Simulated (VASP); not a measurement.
```
HfN
1.0
    0.00000     2.22040     2.22040
    2.22040     0.00000     2.22040
    2.22040     2.22040     0.00000
Hf N
1 1
Direct
  0.00000   0.00000   0.00000
  0.50000   0.50000   0.50000
```

Computed with optB88-vdW, VASP's PBE PAW potentials (set 64) (plane waves; VASP 6.6.1). Run with 520 eV cut-off, 14×14×14 Γ-centred mesh, first-order Methfessel-Paxton smearing of 0.10 eV, potentials Hf_pv N.

Unless said otherwise, spin-orbit coupling is left out, though it shifts the bands of the heavy elements here.

**Question.** Estimate the energy per atom (σ→0), pressure, band gap (on the k-mesh) with the smallest direct gap where there is one.

**Answer.** 
| Property | Result |
|---|---|
| band gap (on the k-mesh) | none (metal, semimetal or under 0.01 eV) |
| energy per atom (σ→0) | -8969 meV/atom |
| pressure | 19.48 GPa |

Only differences to runs with the same potentials and settings are physical.

The compound is HfN in the rock salt structure. This cell is one point of a volume scan, at 0.94 of the reference volume. The electron count is odd and the run is not spin-polarised, which forces a metal.
